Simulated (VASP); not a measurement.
Calculation: r2SCAN meta-GGA, VASP's PBE PAW potentials (set 64) (plane waves; VASP).

VASP ran on this input.

File KPOINTS:
```
Automatic mesh
0
gamma
  7 7 5
```

INCAR:
```
# general
SYSTEM   =  Se
PREC     =  Accurate
ENCUT    =  500
LREAL    =  .FALSE.   # projection in real space or not
LASPH    =  .TRUE.   # aspherical one-centre terms

# electronic loop
EDIFF    =  1E-6
NELM     =  100   # most electronic steps
ALGO     =  Normal   # blocked Davidson
LMAXMIX  =  4   # l cut-off of mixed one-centre charges
LMIXTAU  =  .TRUE.

# smearing
ISMEAR   =  0
SIGMA    =  0.05

# functional
METAGGA  =  R2SCAN

# ions
IBRION   =  2
NSW      =  40   # most ionic steps
ISIF     =  3
EDIFFG   =  -0.02   # ionic stop
PSTRESS  =  50   # kbar

# output
LWAVE    =  .FALSE.
LCHARG   =  .FALSE.
```

### POSCAR
```
Se
1
    1.9878498359    -3.4430568896    -0.0000000000
    1.9878498359     3.4430568896     0.0000000000
    0.0000000000     0.0000000000     5.0841240387
Se
3
Direct
  1.0000000000   0.2476207581   0.6666670000
  0.7523792419   0.7523792419   0.0000000000
  0.2476207581   1.0000000000   0.3333330000
```

POTCAR, in this order: Se (PBE.64 set). Program: vasp_std.

Q: What will the output report for the number of irreducible k-points (NKPTS), largest plane-wave count, number of space-group operations, FFT grid (NGX, NGY, NGZ)?

A: 
| Item | Value |
|---|---|
| number of irreducible k-points (NKPTS) | 32 |
| largest plane-wave count | 1777 |
| number of space-group operations | 6 |
| FFT grid (NGX, NGY, NGZ) | 30 × 30 × 40 |

The compound is Se in the trig structure. It was relaxed first under an external pressure of 5 GPa.
